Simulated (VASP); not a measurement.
A run of VASP 6.6.1:

INCAR

```
PREC = Accurate ; ENCUT = 520
EDIFF = 1E-8 ; ISMEAR = 0
SIGMA = 0.1 ; LREAL = False
LASPH = True ; NELM = 80
ALGO = Normal ; ISIF = 3
LWAVE = False ; LCHARG = False
GGA = CA ; IBRION = 6
NFREE = 2 ; POTIM = 0.015
NSW = 1 ; KPAR = 4
```

Contents of KPOINTS:

```
Automatic mesh
0
Gamma
  15 15 12
```

The input POSCAR:

```
NbB2                                    
1.0
    3.0742038347      0.0000000000      0.0000000000
   -1.5371019174      2.6623386211     -0.0000000000
    0.0000000000      0.0000000000      3.2762694845
  Nb              B             
     1     2
Direct
     0.0000000000000000    0.0000000000000000    0.0000000000000000
     0.3333333300000021    0.6666666699999979    0.5000000000000000
     0.6666666699999979    0.3333333300000021    0.5000000000000000
```

Potentials or basis: VASP PAW LDA potentials, release 64 (Nb_sv, B).

Run with:

```bash
$ cat potpaw_LDA.64/Nb_sv/POTCAR potpaw_LDA.64/B/POTCAR > POTCAR
$ mpirun -np 4 vasp_std > vasp.out
```

Hardware: 4 MPI ranks on Intel(R) Xeon(R) Platinum 8488C (Sapphire Rapids), on a shared host.

Question: How long does it take, and how much memory?

Answer: Wall time 4.4 min on 4 MPI ranks on Intel(R) Xeon(R) Platinum 8488C (Sapphire Rapids) (shared host), peak memory 0.56 GiB a rank. Counts: scf iterations 207, k points 189.
